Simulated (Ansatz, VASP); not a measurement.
# TaZn2 (TaZn2 (P6_3/mmc)): VASP beside Ansatz, part 3 of 3

Aim: how closely do two programs agree when they are given the same cell, functional and k mesh? The cell is taken from a series of runs on this material, whose earlier steps may have relaxed, scaled, displaced or heated it; both programs get it as it stands.

VASP 6.6.1 and Ansatz 0.2.0.

So far: Starting point; VASP: relaxation of cell and atoms, PBEsol.

## Step 3: Ansatz: relaxation of cell and atoms, PBEsol

Level of this step: Ansatz beside VASP: Kohn-Sham DFT, plane waves, PBEsol (Ansatz).

Ansatz runs on its default PAW (the set named soft_2) files.

The same cell, functional, mesh and smearing now go to Ansatz.

File input.yaml:

```yaml
crystal:
  lattice:
    - [5.0004219, 0.0, 0.0]
    - [-2.5002109, 4.3304924, 0.0]
    - [0.0, 0.0, 16.1894878]
  atoms:
    - { symbol: Ta, position: [0.0, 0.0, 0.09127285] }
    - { symbol: Ta, position: [0.0, 0.0, 0.59127285] }
    - { symbol: Ta, position: [0.0, 0.0, 0.90872715] }
    - { symbol: Ta, position: [0.0, 0.0, 0.40872715] }
    - { symbol: Ta, position: [0.33333333, 0.66666667, 0.84358523] }
    - { symbol: Ta, position: [0.66666667, 0.33333333, 0.34358523] }
    - { symbol: Ta, position: [0.66666667, 0.33333333, 0.15641477] }
    - { symbol: Ta, position: [0.33333333, 0.66666667, 0.65641477] }
    - { symbol: Zn, position: [0.1607865, 0.321573, 0.25] }
    - { symbol: Zn, position: [0.8392135, 0.678427, 0.75] }
    - { symbol: Zn, position: [0.678427, 0.8392135, 0.25] }
    - { symbol: Zn, position: [0.1607865, 0.8392135, 0.25] }
    - { symbol: Zn, position: [0.8392135, 0.1607865, 0.75] }
    - { symbol: Zn, position: [0.321573, 0.1607865, 0.75] }
    - { symbol: Zn, position: [0.5, 0.0, 0.0] }
    - { symbol: Zn, position: [0.5, 0.0, 0.5] }
    - { symbol: Zn, position: [0.0, 0.5, 0.0] }
    - { symbol: Zn, position: [0.5, 0.5, 0.0] }
    - { symbol: Zn, position: [0.5, 0.5, 0.5] }
    - { symbol: Zn, position: [0.0, 0.5, 0.5] }
    - { symbol: Zn, position: [0.33333333, 0.66666667, 0.12672124] }
    - { symbol: Zn, position: [0.66666667, 0.33333333, 0.62672124] }
    - { symbol: Zn, position: [0.66666667, 0.33333333, 0.87327876] }
    - { symbol: Zn, position: [0.33333333, 0.66666667, 0.37327876] }
basis:
  ecutwfc: 420
  xc_grid: 2
hamiltonian:
  xc: pbesol
kpoints:
  mp_grid: { grid: [9, 9, 3] }
scf:
  occupations: { method: fermi_dirac, width: 0.05 }
  max_iter: 150
output:
  forces: true
  stress: true
relax:
  f_tol: 0.01
  max_steps: 60
  cell: {}
checkpoint:
  write: "../pbesol.run"
  compress: false
  write_wavefunctions: false
  write_every: 100000
```

The run is started by

```
ansatz run input.yaml --threads 4 --pin off --max-ram 6594MiB --backend cpu --events-out ev --progress --plain --runs-dir out
```

Numbers of over 12 decimals in the logs are rounded to 6 here.

What it wrote:

```text
Engine: ansatz 0.2.0, x86_64-unknown-linux-gnu
Pseudopotentials: kind: paw
Pseudopotential: Ta, paw, valence charge 13, recommended cutoff 420 eV (normal), Ta.paw.azcp
Pseudopotential: Zn, paw, valence charge 12, recommended cutoff 420 eV (normal), Zn.paw.azcp
Functional definition: PBEsol
  exchange = pbesol_x
  correlation = pbesol_c
Crystal: 24 atoms, lattice volume = 350.572 Å³
Basis set: ecut = 420 eV, 6865 PW (Γ), exchange–correlation on 72×72×240 points (8 copies of the dense FFT grid, shifted against one another)
Bands: 178, of which v1, the nominal top of the filled ones, is band 148 counted from 1 (147 counted from 0)
Symmetry: 24 space group operations
Space group: P63/mmc (ITA 194), of the structure as read, at distance tolerance 7.1e-5 Å
k-points: 24 of 243
Non-local potential: Ta, projectors of the file, l = 0: 3, l = 1: 2, l = 2: 2, l = 3: 1
Non-local potential: Zn, projectors of the file, l = 0: 2, l = 1: 2, l = 2: 3, l = 3: 1
PAW form: soft (Blöchl's): semilocal exchange-correlation on the pseudo side does not see the compensation charge
PAW frozen core: Ta, regenerated for the run's functional, and the local potential with it (the file was generated under x = pbe(κ = 0.804, μ = 0.219515), c = pbe(β = 0.066725))
PAW frozen core: Zn, regenerated for the run's functional, and the local potential with it (the file was generated under x = pbe(κ = 0.804, μ = 0.219515), c = pbe(β = 0.066725))
PAW one-centre angular grid: Ta, 590 points (default); XC on 64 Gauss nodes
PAW one-centre angular grid: Zn, 590 points (default); XC on 64 Gauss nodes
Initial density: superposition of atomic densities (neutral atoms: chi_scale 0, normalization atom), corrected by the library's trained network
Initial wavefunctions: pseudopotential atomic-orbital guess
Functional: x = pbesol(κ = 0.804, μ = 0.123457), c = pbesol(β = 0.046)
SCF iter   1: F=—  HF=-130949.563794 eV  |F-HF|=—  |Δ(HF+E_count)|=         —  Δρ=4.98e-3  dr2=5.37e-2  ethr=1.77e-3  ⟨swp⟩=6.0  Hψ=17341  notcnv=0  defer=2
preconditioner: auto → Kerker (q_TF=auto, 2.652 Å⁻¹)  [metal: Δε(μ)=0.009 eV  Ē_g=8.935 eV  σ=0.050 eV  W_gap=0.04  n_scr=108 (ndim 8)  ℏωp=30.2 eV  f_vac=0.000  D(μ)=9.08/eV (n_scr^D=64)]
SCF iter   2: F=—  HF=-130949.549204 eV  |F-HF|=—  |Δ(HF+E_count)|=   1.46e-2  Δρ=1.52e-3  dr2=1.31e-2  ethr=1.82e-5  ⟨swp⟩=2.0  Hψ=7928  notcnv=0  defer=363
SCF iter   3: F=—  HF=-130949.546995 eV  |F-HF|=—  |Δ(HF+E_count)|=   2.21e-3  Δρ=1.15e-3  dr2=5.00e-3  ethr=4.41e-6  ⟨swp⟩=2.1  Hψ=6397  notcnv=0  defer=363
SCF iter   4: F=—  HF=-130949.545937 eV  |F-HF|=—  |Δ(HF+E_count)|=   1.06e-3  Δρ=1.75e-4  dr2=1.04e-4  ethr=1.69e-6  ⟨swp⟩=2.0  Hψ=6607  notcnv=0  defer=363
SCF iter   5: F=—  HF=-130949.545924 eV  |F-HF|=—  |Δ(HF+E_count)|=   1.34e-5  Δρ=5.26e-5  dr2=1.05e-5  ethr=3.51e-8  ⟨swp⟩=2.0  Hψ=6847  notcnv=0  defer=363
SCF iter   6: F=—  HF=-130949.545706 eV  |F-HF|=—  |Δ(HF+E_count)|=   2.18e-4  Δρ=4.21e-5  dr2=5.23e-6  ethr=3.55e-9  ⟨swp⟩=2.0  Hψ=6610  notcnv=0  defer=363
SCF iter   7: F=—  HF=-130949.545704 eV  |F-HF|=—  |Δ(HF+E_count)|=   2.19e-6  Δρ=8.07e-6  dr2=2.86e-7  ethr=1.77e-9  ⟨swp⟩=2.0  Hψ=6556  notcnv=0  defer=363
SCF iter   8: F=-130949.545704 eV  HF=-130949.545704 eV  |F-HF|=6.41e-8  |Δ(HF+E_count)|=   9.85e-8  Δρ=3.48e-6  dr2=6.83e-8  ethr=3.38e-11  ⟨swp⟩=4.0  Hψ=14591  notcnv=0
SCF 1 converged in 8 iterations: F = -130949.545704 eV  dr2 = 6.83e-8
  greatest PAW one-centre occupation: 1.000 electrons in one spin orbital (limit 2), on the Ta atom at site 3 (counted from 0), in its partial waves of l = 0
relax step   1: F+E_penalty+E_count = -130949.54570403 eV  Δ(F+E_penalty+E_count) = +0.000e0 eV  max|allowed force component| = 2.666e-2 eV/Å  Δτ_max = 0.0000 Å  P = -3.171 GPa  Ω = 350.572 Å³  (8 SCF iters, dr2 threshold 1.00e-7 eV, accepted)
[...]
relax step   4: F+E_penalty+E_count = -130949.61822087 eV  Δ(F+E_penalty+E_count) = -1.636e-4 eV  max|allowed force component| = 8.713e-3 eV/Å  Δτ_max = 0.0019 Å  P = -0.000 GPa  Ω = 343.863 Å³  energy of the carried Pulay correction = +4.689e-3 eV  (6 SCF iters, dr2 threshold 4.55e-8 eV, accepted)
[...]
relax step   5: F+E_penalty+E_count = -130949.61366575 eV  Δ(F+E_penalty+E_count) = +4.555e-3 eV  max|allowed force component| = 8.657e-3 eV/Å  Δτ_max = 0.0000 Å  P = -0.003 GPa  Ω = 343.863 Å³  stress off target by 2.14e-2 GPa  SCF on the basis re-selected at this cell (its energy is not comparable with the rows above)  (7 SCF iters)
basis re-selected at this cell: Δ(F+E_penalty+E_count) = +4.555e-3 eV, ΔP = -0.003 GPa vs the last step (what re-selecting the basis moved, of the pressure what is left beyond the Pulay correction that the steps carried, after the strain that the cell walked since its last selection, with what the two solves' SCF thresholds leave and, on support functions, any second-order correction that the steps lacked; it is no measure of the basis error at this ecutwfc). The dense FFT grid was sized anew with the basis: this SCF ran on 36×36×108 points, the steps before it on 36×36×120, so part of this shift can come from that change (see relax.cell in the input reference). [rest of the remark cut]
SCF converged after 7 iterations
Free energy (F): -130949.613666 eV
Harris-Foulkes:  -130949.613666 eV  (|F-HF|=4.37e-11)
Internal energy: -130949.538143 eV  (E = F + TS)
E sigma→0 (E₀):  -130949.575905 eV
Entropy (-TS):   -0.075522 eV (-3.147 meV/atom)
Fermi energy:    15.497811 eV
--- Per-component energies (eV) ---
  E_band       = 508.693481
  E_kinetic    = 5050.591944
  E_local      = -27509.529782  (includes V_loc(G=0)·N_el)
  E_nonlocal   = 9870.454940
  E_hartree    = 11349.611888
  E_xc         = -3945.475607
  E_vxc        = -2520.462668  (∫ρ·V_xc dr)
  E_paw        = -94729.255454  (= ΣΔE_a)
  E_vpaw       = -7081.580635  (= ΣTr[D̂ρ^β])
  E_aug_tail   = -0.004153  (compensation charges beyond the density's cutoff)
  E_ewald      = -31050.398770
  E_core_change = 14.466851  (= ΣΔE_core)
  E_smearing   = -0.075522  (= −TS)
  E_closure    = 0.000000  (closes the sum)
  Σ components = -130949.613666   (vs F -130949.613666, Δ=0.00e0)
--- Forces (eV/Å), atoms counted from 1 ---
  atom   1  Ta     0.00000000    -0.00000000     0.00178664
  atom   2  Ta    -0.00000000     0.00000000     0.00178664
  atom   3  Ta    -0.00000000     0.00000000    -0.00178664
  atom   4  Ta     0.00000000    -0.00000000    -0.00178664
  atom   5  Ta     0.00000000     0.00000000     0.00197218
  atom   6  Ta    -0.00000000     0.00000000     0.00197218
  atom   7  Ta    -0.00000000     0.00000000    -0.00197218
  atom   8  Ta     0.00000000     0.00000000    -0.00197218
  atom   9  Zn     0.00000000     0.00350190     0.00000000
  atom  10  Zn    -0.00000000    -0.00350190     0.00000000
  atom  11  Zn    -0.00303274    -0.00175095     0.00000000
  atom  12  Zn     0.00303274    -0.00175095     0.00000000
  atom  13  Zn    -0.00303274     0.00175095     0.00000000
  atom  14  Zn     0.00303274     0.00175095     0.00000000
  atom  15  Zn    -0.00000000    -0.00000000     0.00000000
  atom  16  Zn    -0.00000000     0.00000000    -0.00000000
  atom  17  Zn    -0.00000000     0.00000000     0.00000000
  atom  18  Zn     0.00000000     0.00000000     0.00000000
  atom  19  Zn    -0.00000000     0.00000000    -0.00000000
  atom  20  Zn    -0.00000000     0.00000000     0.00000000
  atom  21  Zn    -0.00000000    -0.00000000    -0.00865664
  atom  22  Zn     0.00000000     0.00000000    -0.00865664
  atom  23  Zn     0.00000000     0.00000000     0.00865664
  atom  24  Zn    -0.00000000    -0.00000000     0.00865664
  max |Σ_I F_I| component: 3.43e-17 eV/Å
--- Stress (GPa, compression-positive) ---
        0.005680      -0.000000       0.000000
       -0.000000       0.005680       0.000000
        0.000000       0.000000      -0.021353
  P = ⅓ Tr σ = -0.0033 GPa (-0.033 kbar)
--- Relaxed structure (4 steps of the walk, 4 accepted, 1 SCFs on fresh bases) ---
  F+E_penalty+E_count = -130949.61366575 eV   max|allowed force component| = 8.657e-3 eV/Å   (the final SCF, on the basis selected at the relaxed cell)
  cell:  # Å, volume = 343.8630 Å³
    - [4.969452, -2.8688721225933595e-8, 0.0]
    - [-2.484726, 4.303671, 0.0]
    - [0.0, 0.0, 16.078219]
  atoms:
    - { symbol: Ta, position: [0, 0, 0.091293] }
    - { symbol: Ta, position: [0, 0, 0.591293] }
    - { symbol: Ta, position: [0, 0, 0.908707] }
    - { symbol: Ta, position: [0, 0, 0.408707] }
    - { symbol: Ta, position: [0.333333, 0.666667, 0.843511] }
    - { symbol: Ta, position: [0.666667, 0.333333, 0.343511] }
    - { symbol: Ta, position: [0.666667, 0.333333, 0.156489] }
    - { symbol: Ta, position: [0.333333, 0.666667, 0.656489] }
    - { symbol: Zn, position: [0.160734, 0.321467, 0.250000] }
    - { symbol: Zn, position: [0.839266, 0.678533, 0.750000] }
    - { symbol: Zn, position: [0.678533, 0.839266, 0.250000] }
    - { symbol: Zn, position: [0.160734, 0.839266, 0.250000] }
    - { symbol: Zn, position: [0.839266, 0.160734, 0.750000] }
    - { symbol: Zn, position: [0.321467, 0.160734, 0.750000] }
    - { symbol: Zn, position: [0.500000, 0, 0] }
    - { symbol: Zn, position: [0.500000, 0, 0.500000] }
    - { symbol: Zn, position: [0.0, 0.500000, 0] }
    - { symbol: Zn, position: [0.5, 0.5, 0] }
    - { symbol: Zn, position: [0.5, 0.5, 0.500000] }
    - { symbol: Zn, position: [0.0, 0.500000, 0.500000] }
    - { symbol: Zn, position: [0.333333, 0.666667, 0.126884] }
    - { symbol: Zn, position: [0.666667, 0.333333, 0.626884] }
    - { symbol: Zn, position: [0.666667, 0.333333, 0.873116] }
    - { symbol: Zn, position: [0.333333, 0.666667, 0.373116] }
```

## Step 4: Side by side

Known differences besides the potentials themselves: VASP's second relaxation, with the basis of the relaxed cell, did not converge, so the first is compared; the data sets hold 296 valence electrons in Ansatz (on its default PAW (the set named soft_2) files) and 280 in VASP; the cutoff is 420 eV in Ansatz and 500 eV in VASP; Ansatz makes its cores anew for this functional, VASP keeps those of its PBE data sets; Ansatz adds a Pulay correction to the stress that steers its cell, VASP none. Total energies have different zeros and are not compared.

Both answers:

```
                                         quantity  Ansatz    VASP  difference
                                      volume (Å³)  343.86  345.10     -0.36 %
edge a after relaxation, in the typed setting (Å)   4.970   4.976     -0.13 %
edge c after relaxation, in the typed setting (Å)  16.078  16.095     -0.10 %
```

## Step 5: Results

| Quantity | Value |
| --- | --- |
| difference in volume (relaxation of cell and atoms, PBEsol) | -0.36 % |

In words: The difference in volume is -0.36 % (relaxation of cell and atoms, PBEsol), within the 1.2 % picked in this series as the mark of a large difference, as far as the stopping tolerances let one tell. The data sets hold unlike numbers of valence electrons (296 in Ansatz and 280 in VASP), so part of the differences comes from the potentials. VASP runs on this material, other cells of it included, that failed, so that no pair exists: relaxation of cell and atoms, PBEsol (timeout). How closely two codes agree says nothing of how well the functional describes the real material.

[Lines on the potential files, build, host, timing and source positions are cut from VASP's logs without a mark.]

[Logs are printed without paths, hosts, clocks, repeated set-up lines and the standing remarks that a program may print on its own settings, such as how far it seeks lower states.]

[Hosts, paths, dates, database ids (printed as entryN), source tags and the programs' standing remarks are cut or masked in the printed files.]
